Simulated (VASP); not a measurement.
In (bct) is relaxed at rising pressure, each step from the one before. Symmetry mostly holds the structure type, and other phases were not tried. The mesh follows the cell, and a change of mesh leaves a small step in the series.

Input:

```
CELL_PARAMETERS angstrom
     -1.57349     1.57349     2.48291
      1.57349    -1.57349     2.48291
      1.57349     1.57349    -2.48291
ATOMIC_POSITIONS crystal
  In 0.00000 0.00000 0.00000
```

Computed with LDA (Ceperley-Alder, Perdew-Zunger), VASP's LDA PAW potentials (set 64) (plane waves; VASP 6.6.1). Numerical set-up: 500 eV cut-off, 16×16×16 Γ-centred mesh, first-order Methfessel-Paxton smearing of 0.10 eV, potentials In_d.

Unless said otherwise, spin-orbit coupling is left out, though it shifts the bands of the heavy elements here.

```
P (GPa)  V (Å³/atom)  H − H(0) (eV/atom)  space group  gap on the mesh (eV)    k-mesh
-------  -----------  ------------------  -----------  --------------------  --------
0              24.59               0.000       I4/mmm                  0.00  16×16×16
5              22.69               0.738       I4/mmm                  0.00  17×17×17
10                 …                   …       I4/mmm                  0.00  17×17×17
20                 …                   …       I4/mmm                  0.00  17×17×17
45             17.20               5.559       I4/mmm                  0.00  18×18×18
```

Task: Complete the blanks.

Result: 
- 20, V (Å³/atom): 19.69
- 20, H − H(0) (eV/atom): 2.706
- 10, V (Å³/atom): 21.43
- 10, H − H(0) (eV/atom): 1.426

Pressures at which the relaxation failed are left out.

The compound is In in the bct structure.
